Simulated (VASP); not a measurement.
Given:

```xyz
3
Lattice="-1.7227 1.7227 4.2165 1.7227 -1.7227 4.2165 1.7227 1.7227 -4.2165" Properties=species:S:1:pos:R:3 pbc="T T T"
W      0.0000     0.0000     0.0000
Ru     0.0000     0.0000     2.8276
Ru     0.0000     0.0000     5.6054
```

Computed with PBE GGA, VASP's PBE PAW potentials (set 64) (plane waves; VASP). Settings: 300 eV cut-off, 7×7×7 Γ-centred mesh, Gaussian smearing of 0.10 eV, potentials W_sv Ru_pv.

Question: Give the energies of bands 11 to 24 at the high-symmetry points, in eV from the Fermi level.

Answer: 
```
band      Γ      X      P      N      M      S      R
----  -----  -----  -----  -----  -----  -----  -----
11    -7.76  -5.21  -4.61  -5.25  -5.74  -5.23  -5.03
12    -3.72  -3.22  -4.35  -4.49  -5.08  -4.74  -3.21
13    -3.61  -3.03  -3.32  -4.12  -4.85  -4.24  -3.20
14    -3.04  -3.02  -3.32  -3.93  -4.73  -3.63  -3.14
15    -2.96  -2.84  -2.32  -2.91  -2.28  -3.53  -2.99
16    -2.92  -2.82  -2.23  -2.63  -2.28  -3.50  -2.83
17    -1.50  -2.56  -2.23  -2.57  -1.97  -1.06  -2.72
18    -1.50  -1.67  -1.18  -2.30  -1.65  -0.70  -1.54
19    -1.32  -1.17  -1.18  -0.56  -1.65  -0.56  -1.34
20    -1.32  -0.20  -0.92  -0.06  -1.56  -0.16  -1.26
21    -0.96  -0.06  -0.59   0.53  -0.90   0.23  -0.01
22    -0.07   0.03  -0.20   0.71   0.24   0.48   0.13
23    -0.07   0.05  -0.06   1.01   0.96   0.61   0.85
24     0.27   1.42   1.82   1.62   2.53   1.44   1.50
```

It has no gap at this level: it comes out as a metal or semimetal.

The structure was generated: Ru2W was put into an ordered model structure, which need not be its known phase. The cell was not relaxed at this level. The k-mesh is coarse (spacing up to 0.37 per Å, 2π included), so the numbers may not be converged in it.
